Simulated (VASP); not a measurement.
These are PBEsol GGA, VASP's PBE PAW potentials (set 64) (plane waves; VASP 6.6.1) values and carry that method's errors.

Input for VASP

File KPOINTS:
```
Automatic mesh
0
Gamma
6 6 6
0 0 0
```

### INCAR
```
SYSTEM  =  CsPbBr3
PREC  =  Accurate; ENCUT  =  500; LREAL  =  F
LASPH  =  T
EDIFF  =  1E-6; NELM  =  100; ALGO  =  Normal
LMAXMIX  =  4
ISMEAR  =  1; SIGMA  =  0.1
GGA  =  PS
IBRION  =  2; NSW  =  40; ISIF  =  3
EDIFFG  =  -0.02; PSTRESS  =  300
LWAVE  =  F; LCHARG  =  F
```

### POSCAR
```
CsPbBr3
1
    5.0269089713     0.0000000000    -0.0000000000
    0.0000000000     5.0269089713     0.0000000000
    0.0000000000    -0.0000000000     5.0269089713
Cs Pb Br
1 1 3
Direct
  0.0000000000   0.0000000000   0.0000000000
  0.5000000000   0.5000000000   0.5000000000
  0.5000000000   0.0000000000   0.5000000000
  0.0000000000   0.5000000000   0.5000000000
  0.5000000000   0.5000000000   0.0000000000
```

POTCAR, in this order: Cs_sv Pb_d Br (PBE.64 set). Program: vasp_std.

### Question
What will the output report for the number of irreducible k-points (NKPTS), largest plane-wave count, number of space-group operations, FFT grid (NGX, NGY, NGZ)?

### Answer

```yaml
number of irreducible k-points (NKPTS): 20
largest_plane_wave_count: 3253
number_of_space_group_operations: 48
FFT grid (NGX, NGY, NGZ): 40 × 40 × 40
```

The compound is CsPbBr3 in the cubic perovskite structure, the ideal cubic form; the compound distorts at low or room temperature. It was relaxed first under an external pressure of 30 GPa.
